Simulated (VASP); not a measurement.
## HfN: energy against volume

HfN (rock salt, Fm-3m, 11.653 Å³/atom and stress up to 0.09 GPa in the relaxed cell, cube axes along x, y and z) under an equal strain ε along all three axes. PBE in VASP (plane waves, PAW), 600 eV, 18×18×18 Γ-centred mesh, Methfessel-Paxton smearing 0.10 eV; ions are relaxed, or left where forces stay under 0.02 eV/Å, within the symmetry of each cell.

Here V stands for volume and E for E less E0.

```
volume (Å³/atom)  E less E0 (meV/atom)  pressure (GPa)
----------------  --------------------  --------------
10.9680                          38.45           18.61
11.1368                          21.37           13.45
11.3072                           9.44            8.62
11.4794                           2.39            4.12
11.6533                           0.00           -0.09
11.8290                           2.04           -4.01
12.0065                           8.29           -7.66
12.1857                          18.55          -11.06
12.3666                          32.61          -14.21
12.7339                              ?               ?
```

Q: Using the third-order Birch-Murnaghan form, a cubic in V^(-2/3), estimate the missing E at V = 12.7339 from the other rows, showing the fit.

A: With u = V^(-2/3) - 0.195, the rows have u = 0.007573, 0.005521, 0.003501, 0.001511, -0.000449, -0.002380, -0.004283, -0.006158, -0.008004. Least squares gives E = 0.152 + 597.42·u + 585207·u² + 489003·u³. Residuals (row less fit): 0.000, -0.001, 0.003, -0.002, -0.002, 0.002, 0.000, -0.001, 0.000; standard error 0.002 (degrees of freedom: 5). Its minimum lies at u = -0.000511, so V0 = (0.194489)^(-3/2) = 11.66. There d²E/du² = 1169000 and d³E/du³ = 2934000, so B0 = (4/9) × 11.66^(-7/3) × 1169000 × 0.160218 = 270 GPa (the last factor turns the table's units into GPa), and B0' = 4 + (2/3) × 0.194489 × (2934000)/1169000 = 4.3. B0' rests on the cubic coefficient alone and has a standard error of 0.1 from these residuals. At the withheld row, u = -0.011617, so E = 0.152 + 597.42 × (-0.011617) + 585207 × (-0.011617)² + 489003 × (-0.011617)³ = 71.422 meV/atom. The calculation gives 71.40 meV/atom, 0.022 meV/atom below the prediction (0.0 % of the range of E in the table). The row lies outside the fitted rows, so this is an extrapolation. The scatter of the fitted rows lies at the last printed digit.

In a metal these values are sensitive to mesh and smearing; energies are taken to zero smearing, stresses follow the free energy. Other structures, which can take over under pressure, weren't tried. The same form fitted to the pressure column gives B0' = 4.3; series where the two differ by over 0.4 aren't shown. For HfN: the electron count is odd and the run is not spin-polarised, which forces a metal. Rows are the converged runs of the series near zero and its far end, less any whose ions stayed unrelaxed beside relaxed ones; series whose fitted rows scatter by over a few per cent of the range, as at a crossing or softening among them, aren't shown in this form.
